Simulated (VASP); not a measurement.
```
CELL_PARAMETERS angstrom
      3.76484     0.00000     0.00000
     -1.88242     3.26045     0.00000
      0.00000     0.00000     6.16130
ATOMIC_POSITIONS crystal
  Zr 0.00000 0.00000 0.00000
  S  0.66667 0.33333 0.76209
  S  0.33333 0.66667 0.23791
```

Calculation: PBE GGA, VASP's PBE PAW potentials (set 64) (plane waves; VASP). Numerical set-up: 300 eV cut-off, 8×8×5 Γ-centred mesh, Gaussian smearing of 0.010 eV, potentials Zr_sv S.

At this cut-off the stress carries a Pulay error, which pulls relaxed volumes low.

Problem. Give the force on each atom (eV/Å).

Solution. 
| atom | Fx | Fy | Fz |
|---|---|---|---|
| Zr1 | 0.000 | 0.000 | 0.000 |
| S2 | 0.000 | 0.000 | 0.553 |
| S3 | 0.000 | 0.000 | -0.553 |

Problem. Give the stress tensor in GPa (positive for a compressed cell).

Solution. 
```
-5.13   0.00   0.00
 0.00  -5.13   0.00
 0.00   0.00  -3.25
```
The pressure is its mean diagonal, -4.50 GPa.

The structure comes from a computed database's ZrS2 entry; how it stands against other phases isn't given here. The cell was not relaxed at this level.
